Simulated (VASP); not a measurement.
Here is a VASP 6.6.1 calculation.

File INCAR:

```
SYSTEM = KNbC
ALGO = Normal ; EDIFF = 1E-7
EDIFFG = -0.02 ; ENCUT = 600
GGA = PS ; IBRION = 2
ISIF = 3 ; ISMEAR = -1
LASPH = .True. ; LCHARG = .False.
LREAL = .False. ; LWAVE = .False.
NELM = 100 ; NSW = 40
PREC = Accurate ; PSTRESS = 20
SIGMA = 0.05
```

File KPOINTS:

```
k-points
0
Gamma
  6 6 5
  0 0 0
```

File POSCAR:

```
KNbC
1.0
    4.9374200000      0.0000000000      0.0000000000
    0.0000000000      4.9374200000      0.0000000000
    0.0000000000      0.0000000000      5.2738700000
K Nb C
1 1 1
Direct
    0.5000000000      0.5000000000      0.0000000000
    0.0000000000      0.0000000000      0.0000000000
    0.5000000000      0.5000000000      0.5000000000
```

Potentials or basis: VASP PAW PBE potentials, release 64 (K_sv, Nb_sv, C).

Command:

```console
$ cat potpaw_PBE.64/K_sv/POTCAR potpaw_PBE.64/Nb_sv/POTCAR potpaw_PBE.64/C/POTCAR > POTCAR
$ mpirun -np 1 vasp_std > vasp.out
```

Task: What does it give for the relaxed volume?

Result: 20.57 Å³/atom.

Task: Predict the relaxed cell.

Result: a = 3.730 Å, b = 3.730 Å, c = 4.434 Å, α = 90.00°, β = 90.00°, γ = 90.00°.

Task: What does it give for the space group after relaxing (to 0.05 Å)?

Result: P4/mmm (No. 123).

Final structure:
```xyz
3
Lattice="3.7302 0.0000 0.0000 0.0000 3.7302 0.0000 0.0000 0.0000 4.4341" Properties=species:S:1:pos:R:3 pbc="T T T"
K     1.8651    1.8651    4.4341
Nb    3.7302    3.7302    0.0000
C     1.8651    1.8651    2.2170
```

Caveat: the cell is relaxed towards a set pressure, so the enthalpy falls and the energy may rise; the volume moved by over 15 % at a fixed basis, so the end points are rough; the PAW data sets were made with another functional, which shifts forces and pressure a little.
